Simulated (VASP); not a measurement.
# Core-hole spectrum of Ac2O3, part 2 of 3

Aim: an X-ray absorption edge of Ac2O3 by the supercell core-hole method. The cell has space group P-3m1. The start is a cell from a database of measured crystal structures.

VASP 6.6.1, plane waves and PAW; the level of theory is named at each step.

So far: The structure; Supercell without a hole.

The database entry behind the starting cell is an old determination (1949), so it need not match the best structure at ambient conditions.

## 3. K edge, Wyckoff site O d, full hole

This step: supercell core-hole method, LDA, full hole; plane waves and PAW (O, Ac, O) (VASP 6.6.1).

One core electron is taken from the first atom, which POSCAR lists as a species of its own, and NELECT stays that of the neutral valence shell, so the cell is charged against a background. NBANDS covers the range above the edge. The first density still holds the charge taken from the core, which is what the BRMIX lines of the log report.

File INCAR:

```
SYSTEM = Ac2O3
PREC = Accurate
ENCUT = 400
EDIFF = 1E-06
NELM = 100
ISMEAR = 0
SIGMA = 0.05
LREAL = .FALSE.
ALGO = Normal
GGA = CA
NBANDS = 288
LASPH = .TRUE.
LWAVE = .FALSE.
LCHARG = .FALSE.
KPAR = 2
ICORELEVEL = 2
CLNT = 1
CLN = 1
CLL = 0
CLZ = 1
CH_LSPEC = .TRUE.
CH_NEDOS = 1500
CH_SIGMA = 0.5
NELECT = 160
```

File POSCAR:

```
Ac2O3
1.0
    8.1600000000      0.0000000000      0.0000000000
   -4.0800000000      7.0667672948      0.0000000000
    0.0000000000      0.0000000000      6.3000000000
O Ac O
1 8 11
Direct
    0.3333333334      0.1666666666      0.3700000000
    0.3333333334      0.1666666666      0.7650000000
    0.3333333334      0.6666666666      0.7650000000
    0.8333333333      0.1666666666      0.7650000000
    0.8333333334      0.6666666666      0.7650000000
    0.1666666666      0.3333333334      0.2350000000
    0.1666666667      0.8333333334      0.2350000000
    0.6666666666      0.3333333334      0.2350000000
    0.6666666666      0.8333333334      0.2350000000
    0.3333333334      0.6666666666      0.3700000000
    0.8333333333      0.1666666666      0.3700000000
    0.8333333334      0.6666666666      0.3700000000
    0.1666666666      0.3333333334      0.6300000000
    0.1666666667      0.8333333334      0.6300000000
    0.6666666666      0.3333333334      0.6300000000
    0.6666666666      0.8333333334      0.6300000000
    0.0000000000      0.0000000000      0.0000000000
    0.0000000000      0.5000000000      0.0000000000
    0.5000000000      0.0000000000      0.0000000000
    0.5000000000      0.5000000000      0.0000000000
```

File KPOINTS:

```
Automatic mesh
0
Gamma
3 3 3
0 0 0
```

Potentials, in the order of the species: O, Ac and O (PBE family, release 64).

Run with:

```
> mpirun -np 8 vasp_std
```

The log of the run:

```text
[banner, memory and clock lines left out]
running    8 mpi-ranks, on    1 nodes
 distrk:  each k-point on    4 cores,    2 groups
 distr:  one band on    1 cores,    4 groups

 POSCAR found type information on POSCAR O AcO
 POSCAR found :  3 types and      20 ions
|                                                                             |
|           W    W    AA    RRRRR   N    N  II  N    N   GGGG   !!!           |
|           W    W   A  A   R    R  NN   N  II  NN   N  G    G  !!!           |
|           W    W  A    A  R    R  N N  N  II  N N  N  G       !!!           |
|           W WW W  AAAAAA  RRRRR   N  N N  II  N  N N  G  GGG   !            |
|           WW  WW  A    A  R   R   N   NN  II  N   NN  G    G                |
|           W    W  A    A  R    R  N    N  II  N    N   GGGG   !!!           |
|                                                                             |
|     For optimal performance we recommend to set                             |
|       NCORE = 2 up to number-of-cores-per-socket                            |
|     NCORE specifies how many cores store one orbital (NPAR=cpu/NCORE).      |
|     This setting can greatly improve the performance of VASP for DFT.       |
|     The default, NCORE=1 might be grossly inefficient on modern             |
|     multi-core architectures or massively parallel machines. Do your        |
|     Unfortunately you need to use the default for GW and RPA                |
|     calculations (for HF NCORE is supported but not extensively tested      |
|     yet).                                                                   |
|                                                                             |

 [... a notice as in an earlier step ...]

 [... a notice as in an earlier step ...]

 LDA part: xc-table for (Slater(with rela. corr.)+CA(PZ))
 , standard interpolation
 POSCAR, INCAR and KPOINTS ok, starting setup
 FFT: planning ... GRIDC
 FFT: planning ... GRID_SOFT
 FFT: planning ... GRID
 WAVECAR not read
 entering main loop
       N       E                     dE             d eps       ncg     rms          rms(c)
DAV:   1     0.116292345279E+04    0.11629E+04   -0.42164E+04  4032   0.437E+02
DAV:   2    -0.186805517281E+03   -0.13497E+04   -0.11714E+04  4032   0.162E+02
DAV:   3    -0.342636496177E+03   -0.15583E+03   -0.14682E+03  4480   0.599E+01
DAV:   4    -0.356417490401E+03   -0.13781E+02   -0.13440E+02  5944   0.129E+01
DAV:   5    -0.356701196055E+03   -0.28371E+00   -0.28292E+00  5584   0.220E+00BRMIX: very serious problems
 the old and the new charge density differ
 old charge density:   161.00000 new  159.99999
BRMIX: very serious problems
 the old and the new charge density differ
 old charge density:   161.00000 new  159.99999
    0.550E+01
DAV:   6    -0.323805263769E+03    0.32896E+02   -0.31624E+01  5760   0.138E+01    0.448E+01
DAV:   7    -0.322559951217E+03    0.12453E+01   -0.84573E+00  4728   0.467E+00    0.236E+01
DAV:   8    -0.322062734857E+03    0.49722E+00   -0.97443E-01  4800   0.172E+00    0.737E+00
DAV:   9    -0.322028907368E+03    0.33827E-01   -0.13157E-01  5112   0.817E-01    0.623E-01
DAV:  10    -0.322027870991E+03    0.10364E-02   -0.27031E-02  4728   0.276E-01    0.447E-01
DAV:  11    -0.322027937054E+03   -0.66063E-04   -0.39448E-03  5512   0.109E-01    0.132E-01
DAV:  12    -0.322027758087E+03    0.17897E-03   -0.30268E-04  4968   0.464E-02    0.339E-02
DAV:  13    -0.322027779424E+03   -0.21337E-04   -0.10394E-04  5112   0.164E-02    0.104E-02
DAV:  14    -0.322027782941E+03   -0.35166E-05   -0.79654E-06  4864   0.446E-03    0.633E-03
DAV:  15    -0.322027783645E+03   -0.70488E-06   -0.10190E-06  4016   0.156E-03
   1 F= -.32202778E+03 E0= -.32202778E+03  d E =-.152561E-22
 Starting Core_Hole_Spec
 Ending Core_Hole_Spec
```

Wall time 2.9 min (8 MPI ranks of AMD EPYC 7R43, shared host); peak memory 1.7 GiB.

OUTCAR, selected parts (step 3):

```text
NELECT = 160

 ion  position               nearest neighbor table
   1  0.333  0.167  0.370-   2 2.49   7 2.50   8 2.50   6 2.50
   2  0.333  0.167  0.765-   1 2.49  14 2.50  15 2.50  13 2.50  19 2.78  20 2.78  17 2.78
   3  0.333  0.667  0.765-  10 2.49  13 2.50  16 2.50  14 2.50  20 2.78  19 2.78  18 2.78
   4  0.833  0.167  0.765-  11 2.49  16 2.50  13 2.50  15 2.50  19 2.78  17 2.78  18 2.78
   5  0.833  0.667  0.765-  12 2.49  15 2.50  14 2.50  16 2.50  18 2.78  17 2.78  20 2.78
   6  0.167  0.333  0.235-  13 2.49  10 2.50  11 2.50   1 2.50  18 2.78  17 2.78  20 2.78
   7  0.167  0.833  0.235-  14 2.49   1 2.50  12 2.50  10 2.50  19 2.78  17 2.78  18 2.78
   8  0.667  0.333  0.235-  15 2.49  12 2.50   1 2.50  11 2.50  20 2.78  19 2.78  18 2.78
   9  0.667  0.833  0.235-  16 2.49  11 2.50  10 2.50  12 2.50  19 2.78  20 2.78  17 2.78
  10  0.333  0.667  0.370-   3 2.49   6 2.50   9 2.50   7 2.50
  11  0.833  0.167  0.370-   4 2.49   9 2.50   6 2.50   8 2.50
  12  0.833  0.667  0.370-   5 2.49   8 2.50   7 2.50   9 2.50
  13  0.167  0.333  0.630-   6 2.49   3 2.50   4 2.50   2 2.50
  14  0.167  0.833  0.630-   7 2.49   2 2.50   5 2.50   3 2.50
  15  0.667  0.333  0.630-   8 2.49   5 2.50   2 2.50   4 2.50
  16  0.667  0.833  0.630-   9 2.49   4 2.50   3 2.50   5 2.50
  17  0.000  0.000  0.000-   4 2.78   7 2.78   6 2.78   5 2.78   2 2.78   9 2.78
  18  0.000  0.500  0.000-   5 2.78   6 2.78   4 2.78   7 2.78   3 2.78   8 2.78
  19  0.500  0.000  0.000-   2 2.78   9 2.78   7 2.78   4 2.78   8 2.78   3 2.78
  20  0.500  0.500  0.000-   3 2.78   8 2.78   2 2.78   9 2.78   5 2.78   6 2.78

 Found      7 irreducible k-points:

   k-points           NKPTS =      7   k-points in BZ     NKDIM =      7   number of bands    NBANDS=    288

 the core state eigenenergies are
   1-  1s   -566.3128
   2-  1s-107045.2176  2s -19746.3478  2p -16569.1684  3s  -4914.1408  3p  -4025.0114
       3d  -3217.0420  4s  -1211.1394  4p   -920.5049  4d   -615.5067  4f   -287.3556
       5s   -249.3021  5p   -161.7058  5d    -66.8249
   3-  1s-107044.7176  2s -19745.8446  2p -16568.6655  3s  -4913.6358  3p  -4024.5063
       3d  -3216.5370  4s  -1210.6317  4p   -919.9969  4d   -614.9984  4f   -286.8473
       5s   -248.7896  5p   -161.1922  5d    -66.3091
   4-  1s-107044.7176  2s -19745.8446  2p -16568.6655  3s  -4913.6358  3p  -4024.5063
       3d  -3216.5370  4s  -1210.6317  4p   -919.9969  4d   -614.9984  4f   -286.8473
       5s   -248.7896  5p   -161.1922  5d    -66.3091
   5-  1s-107044.7176  2s -19745.8446  2p -16568.6655  3s  -4913.6358  3p  -4024.5063
       3d  -3216.5370  4s  -1210.6317  4p   -919.9969  4d   -614.9984  4f   -286.8473
       5s   -248.7896  5p   -161.1922  5d    -66.3091
   6-  1s-107045.2587  2s -19746.3860  2p -16569.2068  3s  -4914.1760  3p  -4025.0465
       3d  -3217.0774  4s  -1211.1700  4p   -920.5350  4d   -615.5364  4f   -287.3853
       5s   -249.3245  5p   -161.7262  5d    -66.8414
   7-  1s-107045.2587  2s -19746.3860  2p -16569.2068  3s  -4914.1760  3p  -4025.0465
       3d  -3217.0774  4s  -1211.1700  4p   -920.5350  4d   -615.5364  4f   -287.3853
       5s   -249.3245  5p   -161.7262  5d    -66.8414
   8-  1s-107045.2587  2s -19746.3860  2p -16569.2068  3s  -4914.1760  3p  -4025.0465
       3d  -3217.0774  4s  -1211.1700  4p   -920.5350  4d   -615.5364  4f   -287.3853
       5s   -249.3245  5p   -161.7262  5d    -66.8414
   9-  1s-107044.6711  2s -19745.7979  2p -16568.6188  3s  -4913.5891  3p  -4024.4597
       3d  -3216.4903  4s  -1210.5854  4p   -919.9506  4d   -614.9521  4f   -286.8010
       5s   -248.7436  5p   -161.1463  5d    -66.2635
  10-  1s   -499.1149
  11-  1s   -499.1149
  12-  1s   -499.1149
  13-  1s   -499.2529
  14-  1s   -499.2529
  15-  1s   -499.2529
  16-  1s   -498.9566
  17-  1s   -499.5507
  18-  1s   -499.5319
  19-  1s   -499.5507
  20-  1s   -499.5507

 E-fermi :   4.9166

 k-point     1 :       0.0000    0.0000    0.0000
  band No.  band energies     occupation
    ...
     76       4.2329      2.00000
     77       4.2619      2.00000
     78       4.3613      2.00000
     79       4.3613      2.00000
     80       4.3815      2.00000
     81       7.7612      0.00000
     82       7.8693      0.00000
     83       7.8693      0.00000
     84       8.0106      0.00000
     85       9.0846      0.00000
    ...

 k-point     2 :       0.3333   -0.0000    0.0000
  band No.  band energies     occupation
    ...
     76       4.1287      2.00000
     77       4.2271      2.00000
     78       4.2397      2.00000
     79       4.3412      2.00000
     80       4.4393      2.00000
     81       8.0417      0.00000
     82       8.1573      0.00000
     83       8.1645      0.00000
     84       8.7339      0.00000
     85       8.8678      0.00000
    ...

  Total      -33.4645866    -33.4645866    -33.6073902      0.0000000      0.0000000      0.0000000
  in kB     -147.5857913   -147.5857913   -148.2155848      0.0000000      0.0000000      0.0000000
  external PRESSURE =    -147.7957225 kB  Pullay stress =       0.0000000 kB

 POSITION                                       TOTAL-FORCE (eV/Angst)
 -----------------------------------------------------------------------------------
      2.04000      1.17779      2.33100        -0.000000     -0.000000     -0.444954
      2.04000      1.17779      4.81950        -0.000000      0.000000     -0.416343
      0.00000      4.71118      4.81950         0.144591      0.083479     -1.789710
      6.12000      1.17779      4.81950        -0.000000     -0.166959     -1.789710
      4.08000      4.71118      4.81950        -0.144591      0.083479     -1.789710
     -0.00000      2.35559      1.48050        -1.584587      0.914862      1.372361
     -2.04000      5.88897      1.48050        -0.000000     -1.829724      1.372361
      4.08000      2.35559      1.48050         1.584587      0.914862      1.372361
      2.04000      5.88897      1.48050        -0.000000     -0.000000      1.799653
      0.00000      4.71118      2.33100        -0.235061     -0.135713     -1.070069
      6.12000      1.17779      2.33100        -0.000000      0.271425     -1.070069
      4.08000      4.71118      2.33100         0.235061     -0.135713     -1.070069
     -0.00000      2.35559      3.96900         0.588724     -0.339900      0.488166
     -2.04000      5.88897      3.96900        -0.000000      0.679800      0.488166
      4.08000      2.35559      3.96900        -0.588724     -0.339900      0.488166
      2.04000      5.88897      3.96900        -0.000000     -0.000000      0.932451
      0.00000      0.00000      0.00000         0.490405      0.283135      0.246088
     -2.04000      3.53338      0.00000        -0.000000     -0.000000      0.388680
      4.08000      0.00000      0.00000        -0.490405      0.283135      0.246088
      2.04000      3.53338      0.00000        -0.000000     -0.566271      0.246088
 -----------------------------------------------------------------------------------
    total drift:                                0.000013     -0.000008      0.000096

  FREE ENERGIE OF THE ION-ELECTRON SYSTEM (eV)
  ---------------------------------------------------
  free  energy   TOTEN  =      -322.0277836455 eV

  energy  without entropy=     -322.0277836455  energy(sigma->0) =     -322.02778365

[... 7 parts as in an earlier step ...]

[... 4 further parts left out ...]
```

Numbers from this step:

```
free energy (TOTEN) : -322.0278 eV
Fermi energy        : 4.917 eV
```

The imaginary dielectric function times 10^5 has structure finer than the step of the table below, so its rows give means over 1 eV, whole bins alone (the curve runs from 516 to 560 eV). Peaks (eV: height): xx 523.6: 6.37, 529.1: 15.9, 541.3: 6.39; zz 523.2: 12.0, 527.3: 10.5, 529.4: 15.9, 542.4: 5.42, 548.6: 5.67.

Smoothed further by a Gaussian, to a width of roughly 1 to 1.2 eV in all; heights scale with one over the cell volume; the energy axis is the program's own, and the fall at its high end is where NBANDS ends. The imaginary dielectric function times 10^5 by photon energy; means over each step:

| photon energy (eV) | xx | zz |
| --- | --- | --- |
| 517 | 1.4e-4 | 0 |
| 518 | 0.0265 | 0.00140 |
| 519 | 0.214 | 0.0103 |
| 520 | 0.102 | 0.00448 |
| 521 | 0.0119 | 0.0323 |
| 522 | 0.677 | 2.45 |
| 523 | 4.57 | 10.6 |
| 524 | 5.93 | 6.03 |
| 525 | 4.67 | 3.75 |
| 526 | 6.16 | 4.27 |
| 527 | 11.3 | 9.05 |
| 528 | 12.1 | 8.28 |
| 529 | 14.8 | 11.8 |
| 530 | 8.42 | 11.4 |
| 531 | 2.22 | 4.27 |
| 532 | 2.97 | 4.09 |
| 533 | 3.25 | 3.79 |
| 534 | 2.47 | 3.93 |
| 535 | 3.64 | 4.09 |
| 536 | 4.07 | 3.12 |
| 537 | 3.26 | 4.37 |
| 538 | 3.17 | 4.00 |
| 539 | 3.97 | 2.34 |
| 540 | 5.36 | 3.25 |
| 541 | 6.17 | 4.42 |
| 542 | 5.22 | 5.04 |
| 543 | 3.23 | 4.64 |
| 544 | 2.42 | 3.34 |
| 545 | 2.30 | 2.56 |
| 546 | 2.66 | 1.82 |
| 547 | 2.78 | 3.97 |
| 548 | 3.21 | 5.53 |
| 549 | 3.17 | 4.86 |
| 550 | 1.45 | 1.33 |
| 551 | 0.130 | 0.0629 |
| 552 | 8.2e-4 | 3.4e-4 |

The smoothed xx curve reaches a tenth of its top at about 522 eV.

[end of part 2 of 3]

[Lines on the potential files, build, host, timing and source positions are cut from VASP's logs without a mark.]

[Logs are printed without paths, hosts, clocks, repeated set-up lines and the standing remarks that a program may print on its own settings, such as how far it seeks lower states.]

[Hosts, paths, dates, database ids (printed as entryN), source tags and the programs' standing remarks are cut or masked in the printed files.]
